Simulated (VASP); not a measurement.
VASP ran on this input.

### KPOINTS
```
kpoints
0
G
6 6 5
```

### POSCAR
```
SnO
3.9653510
  0.9999999160   0.0000000000   0.0000000000
  0.0000000000   0.9999999160   0.0000000000
  0.0000000000   0.0000000000   1.3698969238
Sn O
2 2
Direct
  0.5000000000   0.0000000000   0.7834462270
  0.0000000000   0.5000000000   0.2165537730
  0.5000000000   0.5000000000   0.0000000000
  0.0000000000   0.0000000000   0.0000000000
```

INCAR:
```
SYSTEM = SnO
PREC = Accurate
ENCUT = 520
EDIFF = 1E-7
NELM = 100
ALGO = Normal
LREAL = .FALSE.
LASPH = .TRUE.
ISMEAR = -5
GGA = ML
ZAB_VDW = -1.8867
LUSE_VDW = .TRUE.
AGGAC = 0.0
LMAXMIX = 4
LWAVE = .FALSE.
LCHARG = .TRUE.
LORBIT = 11
NEDOS = 601
ISIF = 2
LEFG = .TRUE.
```

POTCAR, in this order: Sn_d O (PBE.64 set). Program: vasp_std.

Write an equivalent input for Quantum ESPRESSO's pw.x.

One equivalent input (not run):
```
&CONTROL
  calculation = 'scf'
  pseudo_dir = './pseudo'
  outdir = './out'
  tprnfor = .true.
  tstress = .true.
/
&SYSTEM
  ibrav = 0
  nat = 4
  ntyp = 2
  ecutwfc = 84
  occupations = 'tetrahedra'
  input_dft = 'vdw-df2'
/
&ELECTRONS
  conv_thr = 7.3e-09
  electron_maxstep = 100
/
ATOMIC_SPECIES
  Sn 118.710 Sn.upf
  O 15.999 O.upf
CELL_PARAMETERS angstrom
     3.9653507    0.0000000    0.0000000
     0.0000000    3.9653507    0.0000000
     0.0000000    0.0000000    5.4321221
ATOMIC_POSITIONS crystal
  Sn   0.5000000  0.0000000  0.7834462
  Sn   0.0000000  0.5000000  0.2165538
  O    0.5000000  0.5000000  0.0000000
  O    0.0000000  0.0000000  0.0000000
K_POINTS automatic
  6 6 5 0 0 0
```
Limits of the translation: the potentials are each code's own (VASP's PAW set, PseudoDojo norm-conserving files in pw.x), so ENCUT and ecutwfc are chosen apart and not converted; conv_thr bounds pw.x's estimated SCF error, while EDIFF bounds the energy change between steps; the field gradients of LEFG aren't asked of the other code.

The compound is SnO in the litharge structure. It was relaxed first, which changed the volume by +22 %.
